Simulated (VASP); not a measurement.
Level of theory: r2SCAN meta-GGA, VASP's PBE PAW potentials (set 64) (plane waves; VASP 6.6.1).

A VASP calculation is set up with these files.

File KPOINTS:
```
Automatic mesh
0
Gamma
14 14 14
0 0 0
```

**INCAR**
```
SYSTEM = Nb
PREC = Accurate
ENCUT = 480
EDIFF = 1E-7
NELM = 100
ALGO = Normal
LREAL = .FALSE.
LASPH = .TRUE.
ISMEAR = 1
SIGMA = 0.1
METAGGA = R2SCAN
LMIXTAU = .TRUE.
LMAXMIX = 4
LWAVE = .FALSE.
LCHARG = .FALSE.
ISIF = 2
```

File POSCAR:
```
Nb
3.4338690
 -0.5000000156   0.5000000156   0.5000000156
  0.5000000156  -0.5000000156   0.5000000156
  0.5000000156   0.5000000156  -0.5000000156
Nb
1
Cartesian
  0.0000000000   0.0000000000   0.0000000000
```

POTCAR, in this order: Nb_sv (PBE.64 set). Program: vasp_std.

What VASP printed:

OSZICAR:
```
       N       E                     dE             d eps       ncg     rms          rms(c)
DAV:   1     0.937756729193E+02    0.93776E+02   -0.72792E+03  2088   0.122E+03
DAV:   2    -0.258285535674E+02   -0.11960E+03   -0.11685E+03  2266   0.440E+02
DAV:   3    -0.311682683429E+02   -0.53397E+01   -0.50977E+01  3266   0.765E+01
DAV:   4    -0.314819873632E+02   -0.31372E+00   -0.31122E+00  2944   0.164E+01
DAV:   5    -0.314916170337E+02   -0.96297E-02   -0.96212E-02  3336   0.238E+00    0.907E+00
DAV:   6    -0.239638576250E+02    0.75278E+01   -0.48462E+00  3098   0.317E+01    0.145E+00
DAV:   7    -0.249913717601E+02   -0.10275E+01   -0.29697E-01  2744   0.640E+00    0.111E+00
DAV:   8    -0.242392545958E+02    0.75212E+00   -0.79893E-01  3170   0.114E+01    0.139E+00
DAV:   9    -0.247114970116E+02   -0.47224E+00   -0.58084E-01  2402   0.767E+00    0.681E-01
DAV:  10    -0.247225905914E+02   -0.11094E-01   -0.24525E-02  2490   0.179E+00    0.165E-01
DAV:  11    -0.247160420879E+02    0.65485E-02   -0.12920E-02  2156   0.178E+00    0.128E-01
DAV:  12    -0.247193641272E+02   -0.33220E-02   -0.41044E-03  2172   0.901E-01    0.908E-02
DAV:  13    -0.247194740244E+02   -0.10990E-03   -0.40253E-04  3030   0.214E-01    0.583E-02
DAV:  14    -0.247194489841E+02    0.25040E-04   -0.30479E-04  3260   0.229E-01    0.690E-02
DAV:  15    -0.247195500332E+02   -0.10105E-03   -0.34420E-04  3206   0.247E-01    0.345E-02
DAV:  16    -0.247195211792E+02    0.28854E-04   -0.60068E-05  3248   0.890E-02    0.127E-02
DAV:  17    -0.247195227883E+02   -0.16091E-05   -0.87463E-06  3134   0.377E-02    0.585E-03
DAV:  18    -0.247195207790E+02    0.20093E-05   -0.99546E-07  2634   0.117E-02    0.276E-03
DAV:  19    -0.247195195810E+02    0.11980E-05   -0.21061E-07  1884   0.638E-03    0.746E-04
DAV:  20    -0.247195196284E+02   -0.47416E-07   -0.32834E-08  1136   0.205E-03
   1 F= -.24719520E+02 E0= -.24719767E+02  d E =0.741893E-03
```

### OUTCAR
```
------------------------ aborting loop because EDIFF is reached ----------------------------------------
  FORCE on cell =-STRESS in cart. coord.  units (eV):
  Direction    XX          YY          ZZ          XY          YZ          ZX
  --------------------------------------------------------------------------------------
  Total       -2.0719492     -2.0719492     -2.0719492     -0.0000000      0.0000000      0.0000000
  in kB     -163.9715381   -163.9715381   -163.9715381     -0.0000000      0.0000000      0.0000000
  external PRESSURE =    -163.9715381 kB  Pullay stress =       0.0000000 kB
  volume of cell :       20.25
      direct lattice vectors                 reciprocal lattice vectors
    -1.716934554  1.716934554  1.716934554     0.000000000  0.291216691  0.291216691
     1.716934554 -1.716934554  1.716934554     0.291216691  0.000000000  0.291216691
     1.716934554  1.716934554 -1.716934554     0.291216691  0.291216691  0.000000000
 POSITION                                       TOTAL-FORCE (eV/Angst)
 -----------------------------------------------------------------------------------
      0.00000      0.00000      0.00000         0.000000      0.000000     -0.000000
 -----------------------------------------------------------------------------------
    total drift:                                0.000000      0.000000      0.000000
  FREE ENERGIE OF THE ION-ELECTRON SYSTEM (eV)
  ---------------------------------------------------
  free  energy   TOTEN  =       -24.7195196284 eV

  energy  without entropy=      -24.7202615214  energy(sigma->0) =      -24.71976693
```
(Selected blocks of OUTCAR.)

The compound is Nb in the bcc structure. This cell was strained or had an atom moved on purpose.
